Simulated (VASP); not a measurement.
# Sr2TiCuO6 (I4/m) in VASP: single point with r2SCAN

Aim: the single point of Sr2TiCuO6 with r2SCAN.

Program: VASP 6.6.1. These are calculated values, not measurements. Logs are shortened: lines on timing, memory, paths and dates and some standing lists are left out, and cuts for length are marked.

### Step 1. The crystal as given

It takes space group I4/m (No. 87, tetragonal). The conventional cell has a = 5.402 Å, b = 5.402 Å, c = 8.374 Å, α = 90.00°, β = 90.00°, γ = 90.00°. Around Sr (site symmetry -4) lie 12 O at 2.65 to 3.04 Å. Cu (site symmetry 4/m) has 4 O at 1.94 Å as nearest neighbours. O (site symmetry 4) has 1 Ti at 1.88 Å as nearest neighbours. Around O (site symmetry m) lie 1 Ti at 1.92 Å and 1 Cu at 1.94 Å. Around Ti (site symmetry 4/m) lie 6 O at 1.88 to 1.92 Å.

The cell was built by a generator and needn't be a form met in nature.

### Step 2. Single point, r2SCAN

The input, POSCAR:

```
Sr2TiCuO6
1.0
    0.0000000000      5.4019210000      0.0000000000
    5.4019210000      0.0000000000      0.0000000000
    2.7009610000      2.7009610000     -4.1867630000
Sr Cu O Ti
2 1 6 1
Direct
    0.7500000000      0.2500000000      0.5000000000
    0.2500000000      0.7500000000      0.5000000000
    0.0000000000      0.0000000000      0.0000000000
    0.2760000000      0.2760000000      0.4480000000
    0.7240000000      0.7240000000      0.5520000000
    0.2130000000      0.2890000000      0.0000000000
    0.2890000000      0.7870000000      0.0000000000
    0.7870000000      0.7110000000      0.0000000000
    0.7110000000      0.2130000000      0.0000000000
    0.5000000000      0.5000000000      0.0000000000
```

The input, INCAR.step1:

```
  PREC = Accurate
  ENCUT = 520
  ISMEAR = -1
  SIGMA = 0.0237
  LREAL = F
  LASPH = T
  NELM = 100
  NBANDS = 50
  GGA = PE
  ALGO = Normal
  EDIFF = 1E-4
  LWAVE = T
  LCHARG = F
```

The input, INCAR.step2:

```
  PREC = Accurate
  ENCUT = 520
  EDIFF = 1E-6
  ISMEAR = -1
  SIGMA = 0.0237
  LREAL = F
  LASPH = T
  NELM = 100
  ALGO = Normal
  ISIF = 2
  LWAVE = F
  LCHARG = T
  METAGGA = R2SCAN
  LMIXTAU = T
  LELF = T
  LVHAR = T
  NBANDS = 50
  ISTART = 1
```

The input, KPOINTS:

```
regular mesh
0
Gamma
  6 6 6
```

Potentials or basis: VASP PAW PBE potentials, release 64 (Sr_sv, Cu, O, Ti_sv).

Started as:

```bash
$ cat potpaw_PBE.64/Sr_sv/POTCAR potpaw_PBE.64/Cu/POTCAR potpaw_PBE.64/O/POTCAR potpaw_PBE.64/Ti_sv/POTCAR > POTCAR
$ cp INCAR.step1 INCAR
$ mpirun -np 1 vasp_std > vasp.out
$ cp INCAR.step2 INCAR
$ mpirun -np 1 vasp_std > vasp.out
```

OUTCAR:

```text
PREC = Accurate
   ENCUT = 520
   EDIFF = 1E-6
   ISMEAR = -1
   LREAL = F
   LASPH = T
   NELM = 100
   ISIF = 2
   METAGGA = R2SCAN
   ISTART = 1

 ion  position               nearest neighbor table
   1  0.750  0.250  0.500-   7 2.65   6 2.65   8 2.65   9 2.65   4 2.71   5 2.71   5 2.71   4 2.71
                             7 3.04   8 3.04   6 3.04   9 3.04  10 3.42  10 3.42   3 3.42   3 3.42
   2  0.250  0.750  0.500-   9 2.65   8 2.65   6 2.65   7 2.65   4 2.71   5 2.71   5 2.71   4 2.71
                             9 3.04   6 3.04   8 3.04   7 3.04   3 3.42  10 3.42  10 3.42   3 3.42
   3  0.000  0.000  0.000-   6 1.94   7 1.94   8 1.94   9 1.94   5 2.31   4 2.31   1 3.42   2 3.42
                             1 3.42   2 3.42   2 3.42   1 3.42   2 3.42   1 3.42
   4  0.276  0.276  0.448-  10 1.88   3 2.31   2 2.71   1 2.71   2 2.71   1 2.71
   5  0.724  0.724  0.552-  10 1.88   3 2.31   2 2.71   1 2.71   1 2.71   2 2.71
   6  0.213  0.289  0.000-  10 1.92   3 1.94   1 2.65   2 2.65   2 3.04   1 3.04
   7  0.289  0.787  0.000-  10 1.92   3 1.94   1 2.65   2 2.65   1 3.04   2 3.04
   8  0.787  0.711  0.000-  10 1.92   3 1.94   2 2.65   1 2.65   1 3.04   2 3.04
   9  0.711  0.213  0.000-  10 1.92   3 1.94   2 2.65   1 2.65   2 3.04   1 3.04
  10  0.500  0.500  0.000-   4 1.88   5 1.88   6 1.92   7 1.92   8 1.92   9 1.92   2 3.42   1 3.42
                             2 3.42   1 3.42   1 3.42   2 3.42   1 3.42   2 3.42

  LATTYP: Found a body centered tetragonal cell.
 ALAT       =     5.4019210000
 C/A-ratio  =     1.5501015287

  Lattice vectors:

 A1 = (  -2.7009610000,   2.7009600000,   4.1867630000)
 A2 = (   2.7009600000,  -2.7009610000,   4.1867630000)
 A3 = (   2.7009610000,   2.7009610000,  -4.1867630000)

Analysis of symmetry for initial positions (statically):
=====================================================================
 Subroutine PRICEL returns:
 Original cell was already a primitive cell.

 Routine SETGRP: Setting up the symmetry group for a
 body centered tetragonal supercell.

 Subroutine GETGRP returns: Found  8 space group operations
 (whereof  8 operations were pure point group operations)
 out of a pool of 16 trial point group operations.

The static configuration has the point symmetry C_4h.

Analysis of symmetry for dynamics (positions and initial velocities):
=====================================================================
 Subroutine PRICEL returns:
 Original cell was already a primitive cell.

 Routine SETGRP: Setting up the symmetry group for a
 body centered tetragonal supercell.

 Subroutine GETGRP returns: Found  8 space group operations
 (whereof  8 operations were pure point group operations)
 out of a pool of 16 trial point group operations.

The dynamic configuration has the point symmetry C_4h.

 Subroutine INISYM returns: Found  8 space group operations
 (whereof  8 operations are pure point group operations),
 and found     1 'primitive' translations

----------------------------------------------------------------------------------------

                                     Primitive cell

  volume of cell :     122.1729

  direct lattice vectors                    reciprocal lattice vectors
     0.000000000  5.401921000  0.000000000     0.000000000  0.185119331  0.119424026
     5.401921000  0.000000000  0.000000000     0.185119331  0.000000000  0.119424026
     2.700961000  2.700961000 -4.186763000     0.000000000  0.000000000 -0.238848007

  length of vectors
     5.401921000  5.401921000  5.667394910     0.220298126  0.220298126  0.238848007

  position of ions in fractional coordinates (direct lattice)
     0.750000000  0.250000000  0.500000000
     0.250000000  0.750000000  0.500000000
     0.000000000  0.000000000  0.000000000
     0.276000000  0.276000000  0.448000000
     0.724000000  0.724000000  0.552000000
     0.213000000  0.289000000  0.000000000
     0.289000000  0.787000000  0.000000000
     0.787000000  0.711000000  0.000000000
     0.711000000  0.213000000  0.000000000
     0.500000000  0.500000000  0.000000000

  ion indices of the primitive-cell ions
   primitive index   ion index
                 1           1
                 2           2
                 3           3
                 4           4
                 5           5
                 6           6
                 7           7
                 8           8
                 9           9
                10          10

----------------------------------------------------------------------------------------

 KPOINTS: regular mesh

Automatic generation of k-mesh.
 Grid dimensions read from file:
 generate k-points for:    6    6    6

 Generating k-lattice:

  Cartesian coordinates                     Fractional coordinates (reciprocal lattice)
     0.000000000  0.030853222  0.019904004     0.166666667  0.000000000  0.000000000
     0.030853222  0.000000000  0.019904004     0.000000000  0.166666667  0.000000000
     0.000000000  0.000000000 -0.039808001     0.000000000  0.000000000  0.166666667

  Length of vectors
     0.036716354  0.036716354  0.039808001

  Shift w.r.t. Gamma in fractional coordinates (k-lattice)
     0.000000000  0.000000000  0.000000000

 Subroutine IBZKPT returns following result:
 ===========================================

 Found     36 irreducible k-points:

 Following reciprocal coordinates:
            Coordinates               Weight
  0.000000  0.000000  0.000000      1.000000
  0.166667  0.000000  0.000000      8.000000
  0.333333  0.000000  0.000000      8.000000
  0.500000  0.000000  0.000000      4.000000
  0.166667  0.166667  0.000000      8.000000
  0.333333  0.166667  0.000000      8.000000
[... 16 lines left out ...]
  0.333333  0.333333  0.166667      8.000000
  0.500000  0.333333  0.166667      8.000000
 [... further k-points ...]
   k-points           NKPTS =     36   k-points in BZ     NKDIM =     36   number of bands    NBANDS=     50
   number of dos      NEDOS =    301   number of ions     NIONS =     10
   total plane-waves  NPLWV =  67200
   dimension x,y,z NGX =    40 NGY =   40 NGZ =   42
   dimension x,y,z NGXF=    80 NGYF=   80 NGZF=   84
   ions per type =               2   1   6   1
   NGX,Y,Z   is equivalent  to a cutoff of  12.31, 12.31, 12.32 a.u.
   NGXF,Y,Z  is equivalent  to a cutoff of  24.62, 24.62, 24.64 a.u.
 SYSTEM =  unknown system
   PREC   = accura    normal or accurate (medium, high low for compatibility)
   ISTART =      1    job   : 0-new  1-cont  2-samecut
   ICHARG =      0    charge: 1-file 2-atom 10-const
   ISPIN  =      1    spin polarized calculation?
   LNONCOLLINEAR =      F non collinear calculations
   LSORBIT =      F    spin-orbit coupling
   LASPH  =      T    aspherical Exc in radial PAW
   ENCUT  =  520.0 eV  38.22 Ry    6.18 a.u.  10.04 10.04 10.54*2*pi/ulx,y,z
   NELM   =    100;   NELMIN=  2; NELMDL=  0     # of ELM steps
   EDIFF  = 0.1E-05   stopping-criterion for ELM
   LREAL  =      F    real-space projection
   EDIFFG = 0.1E-04   stopping-criterion for IOM
   NSW    =      0    number of steps for IOM
   IBRION =     -1    ionic relax: 0-MD 1-quasi-New 2-CG
   NFREE  =      0    steps in history (QN), initial steepest desc. (CG)
   ISIF   =      2    stress and relaxation
   ISYM   =      2    0-nonsym 1-usesym 2-fastsym
   POTIM  = 0.5000    time-step for ionic-motion
   TEBEG  =    0.0;   TEEND  =   0.0 temperature during run
   PSTRESS=    0.0 pullay stress
   NELECT =      79.0000    total number of electrons
   NUPDOWN=      -1.0000    fix difference up-down
   EMIN   =  10.00;   EMAX   =-10.00  energy-range for DOS
   EFERMI =   0.00;   METHOD = LEGACY
   ISMEAR =    -1;   SIGMA  =   0.02  broadening in eV -4-tet -1-fermi 0-gaus
   EFERMI_NEDOS =   21; number of points for ismear=-14 and -15
   IALGO  =     38    algorithm
   IMIX   =      4    mixing-type and parameters
     AMIX     =   0.40;   BMIX     =  1.00
     AMIX_MAG =   1.60;   BMIX_MAG =  1.00
  volume/ion in A,a.u.               =      12.22        82.45
  Fermi-wavevector in a.u.,A,eV,Ry     =   1.415660  2.675209 27.267338  2.004093
  Thomas-Fermi vector in A             =   2.537075
   LORBIT       =      0    0 simple, 1 ext, 2 COOP (PROOUT), +10 PAW based schemes
   METAGGA = R2SCAN    functional components
   LHFCALC =     F    Hartree Fock is set to
   AEXX    =    0.0000 exact exchange contribution
   IVDW    =     0    specifies the selected vdW correction
   LEPSILON=     F    determine dielectric tensor
   LRPA    =     F    only Hartree local field effects (RPA)
 non-spin polarized calculation
  energy-cutoff  :      520.00
  volume of cell :      122.17
 maximum number of plane-waves:      3327
   NGX = 21   NGY = 21   NGZ = 21

 number of electron      78.9999989 magnetization

 Free energy of the ion-electron system (eV)
  ---------------------------------------------------
  ext. energy  EPLUGINS =         0.00000000
  ---------------------------------------------------
  free energy    TOTEN  =      -113.79357364 eV

  energy without entropy =     -113.78428036  energy(sigma->0) =     -113.78892700

 E-fermi :   2.7342     XC(G=0): -11.6958

 val. band max:        2.7114863084   @ k =  -0.3333   0.3333   0.0000
 cond. band min:       2.7345324764   @ k =   0.0000   0.0000   0.5000
 fundamental gap:      0.0230461679
 Fermi energy:         2.7341834357

 k-point     1 :       0.0000    0.0000    0.0000
  band No.  band energies     occupation
      1     -55.3885      2.00000
      2     -30.7189      2.00000
      3     -30.6978      2.00000
      4     -30.6937      2.00000
      5     -30.6937      2.00000
      6     -30.6367      2.00000
[... 42 lines left out ...]
     49      10.6248      0.00000
     50      10.7698      0.00000
[... 1217 lines left out ...]
     49      11.9140      0.00000
     50      11.9471      0.00000

 [... further k-points ...]

------------------------ aborting loop because EDIFF is reached ----------------------------------------

  FORCE on cell =-STRESS in cart. coord.  units (eV):
  Direction    XX          YY          ZZ          XY          YZ          ZX
  --------------------------------------------------------------------------------------
  -------------------------------------------------------------------------------------
  Total       -2.0394814     -2.0394814     -0.7424421      0.0000070      0.0000001      0.0000001
  in kB      -26.7457945    -26.7457945     -9.7363979      0.0000918      0.0000012      0.0000012
  external PRESSURE =     -21.0759956 kB  Pullay stress =       0.0000000 kB

 VOLUME and BASIS-vectors are now :
 -----------------------------------------------------------------------------
  energy-cutoff  :      520.00
  volume of cell :      122.17
      direct lattice vectors                 reciprocal lattice vectors
     0.000000000  5.401921000  0.000000000     0.000000000  0.185119331  0.119424026
     5.401921000  0.000000000  0.000000000     0.185119331  0.000000000  0.119424026
     2.700961000  2.700961000 -4.186763000     0.000000000  0.000000000 -0.238848007

 POSITION                                       TOTAL-FORCE (eV/Angst)
 -----------------------------------------------------------------------------------
      2.70096      5.40192     -2.09338        -0.000000     -0.000000     -0.000000
      5.40192      2.70096     -2.09338        -0.000000     -0.000000     -0.000000
      0.00000      0.00000      0.00000        -0.000000     -0.000000     -0.000000
      2.70096      2.70096     -1.87567         0.000000      0.000000     -1.774304
      5.40192      5.40192     -2.31109        -0.000000     -0.000000      1.774304
      1.56116      1.15061      0.00000        -1.125018     -1.159134     -0.000000
      4.25131      1.56116      0.00000         1.159134     -1.125018     -0.000000
      3.84077      4.25131      0.00000         1.125018      1.159134     -0.000000
      1.15061      3.84077      0.00000        -1.159134      1.125018     -0.000000
      2.70096      2.70096      0.00000        -0.000000     -0.000000     -0.000000
 -----------------------------------------------------------------------------------
    total drift:                                0.000000      0.000000     -0.000000

  FREE ENERGIE OF THE ION-ELECTRON SYSTEM (eV)
  ---------------------------------------------------
  free  energy   TOTEN  =      -113.7935736407 eV

  energy  without entropy=     -113.7842803604  energy(sigma->0) =     -113.78892700
```

It took 11 min on 1 thread of AMD EPYC 9R45 (Zen 5), shared host; peak memory 0.39 GiB.

What came out:

```
Free energy            : -113.7936 eV
Pressure               : -2.1 GPa
Largest force          : 1.774 eV/Å
Band gap on the k mesh : none (metal or under the smearing width)
```

Forces on the atoms (eV/Å):
```
Sr   0.000  0.000  0.000
Sr   0.000  0.000  0.000
Cu   0.000  0.000  0.000
O    0.000  0.000 -1.774
O    0.000  0.000  1.774
O   -1.125 -1.159  0.000
O    1.159 -1.125  0.000
O    1.125  1.159  0.000
O   -1.159  1.125  0.000
Ti   0.000  0.000  0.000
```

Levels at points of the mesh, in eV from the Fermi level:
```
           k point  band 38  band 39  band 40  band 41  band 42  band 43
(0.00, 0.00, 0.00)    -0.20    -0.12     0.03     0.03     4.30     4.39
(0.50, 0.00, 0.00)    -0.47    -0.33     0.35     1.12     4.34     4.42
(0.50, 0.50, 0.00)    -0.53    -0.51    -0.04     0.35     4.27     4.57
(0.00, 0.00, 0.50)    -0.45    -0.45    -0.30     0.00     4.25     4.80
```

Caveat: the PAW data sets were made with another functional, which shifts forces and pressure a little; an odd number of electrons without spin polarisation forces a metal; a magnetic or distorted state may lie lower; the run has no spin polarisation, though such a crystal can be magnetic; semilocal functionals often make such compounds metallic where correlation or magnetic order opens a gap, which also shifts bond lengths.
